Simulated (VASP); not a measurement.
Level of theory: PBE GGA, VASP's PBE PAW potentials (set 64) (plane waves; VASP).

The input files of a VASP run:

File POSCAR:
```
Tb
1
    1.8000000000    -3.1176910000     0.0000000000
    1.8000000000     3.1176910000     0.0000000000
    0.0000000000     0.0000000000     5.6900000000
Tb
2
Direct
  0.3333330000   0.6666670000   0.2500000000
  0.6666670000   0.3333330000   0.7500000000
```

**INCAR**
```
! general
SYSTEM  = Tb
PREC    = Accurate
ENCUT   = 400   ! plane-wave cut-off (eV)
LREAL   = Auto   ! projection in real space or not
LASPH   = .True.

! electronic loop
EDIFF   = 1E-6
NELM    = 100
ALGO    = Normal   ! blocked Davidson
LMAXMIX = 6   ! l cut-off of mixed one-centre charges

! smearing
ISMEAR  = 1   ! Methfessel-Paxton
SIGMA   = 0.1   ! width (eV)

! functional
GGA     = PE   ! PBE

! ions
ISIF    = 2   ! forces and stress, cell fixed

! output
LWAVE   = .False.
LCHARG  = .False.
```

File KPOINTS:
```
Automatic mesh
0
G
 11 11 6
```

POTCAR, in this order: Tb_3 (PBE.64 set). Program: vasp_std.

What VASP printed:

### OSZICAR
```
       N       E                     dE             d eps       ncg     rms          rms(c)
DAV:   1     0.375755097078E+02    0.37576E+02   -0.78257E+03  1664   0.102E+03
DAV:   2    -0.728406689227E+01   -0.44860E+02   -0.43764E+02  1809   0.231E+02
DAV:   3    -0.906687620930E+01   -0.17828E+01   -0.15918E+01  2276   0.281E+01
DAV:   4    -0.910514473420E+01   -0.38269E-01   -0.37794E-01  1873   0.417E+00
DAV:   5    -0.910629564951E+01   -0.11509E-02   -0.11499E-02  2440   0.557E-01    0.236E+01
DAV:   6    -0.910785829703E+01   -0.15626E-02   -0.21721E-02  1933   0.124E+00    0.141E+01
DAV:   7    -0.911657310572E+01   -0.87148E-02   -0.39953E-02  1924   0.169E+00    0.220E-01
DAV:   8    -0.911625069173E+01    0.32241E-03   -0.21908E-03  1894   0.379E-01    0.593E-02
DAV:   9    -0.911625735908E+01   -0.66673E-05   -0.21534E-04  2044   0.116E-01    0.317E-02
DAV:  10    -0.911625109032E+01    0.62688E-05   -0.34166E-05  1889   0.432E-02    0.408E-02
DAV:  11    -0.911625205564E+01   -0.96532E-06   -0.49967E-06  1829   0.168E-02
   1 F= -.91162521E+01 E0= -.91164447E+01  d E =0.577839E-03
```

OUTCAR:
```
------------------------ aborting loop because EDIFF is reached ----------------------------------------
  FORCE on cell =-STRESS in cart. coord.  units (eV):
  Direction    XX          YY          ZZ          XY          YZ          ZX
  --------------------------------------------------------------------------------------
  Total        0.3155180      0.3155179      0.0430069      0.0000000      0.0000000      0.0000000
  in kB        7.9156552      7.9156529      1.0789479      0.0000000      0.0000000      0.0000000
  external PRESSURE =       5.6367520 kB  Pullay stress =       0.0000000 kB
  volume of cell :       63.86
      direct lattice vectors                 reciprocal lattice vectors
     1.800000000 -3.117691000  0.000000000     0.277777778 -0.160375098  0.000000000
     1.800000000  3.117691000  0.000000000     0.277777778  0.160375098  0.000000000
     0.000000000  0.000000000  5.690000000     0.000000000  0.000000000  0.175746924
 POSITION                                       TOTAL-FORCE (eV/Angst)
 -----------------------------------------------------------------------------------
      1.80000      1.03923      1.42250         0.000000     -0.000000      0.000000
      1.80000     -1.03923      4.26750        -0.000000      0.000000      0.000000
 -----------------------------------------------------------------------------------
    total drift:                                0.000003      0.000109     -0.000011
  FREE ENERGIE OF THE ION-ELECTRON SYSTEM (eV)
  ---------------------------------------------------
  free  energy   TOTEN  =        -9.1162520556 eV

  energy  without entropy=       -9.1168298951  energy(sigma->0) =       -9.11644467
```
(Selected blocks of OUTCAR.)

The 4f electrons are frozen in the core of the lanthanide potential, so 4f levels, which can set the real gap, and their magnetism are missing.

The compound is Tb in the hcp structure. The cell was not relaxed at this level. The run is one of a series of settings (LREAL = Auto against the base run), some of them coarse on purpose.
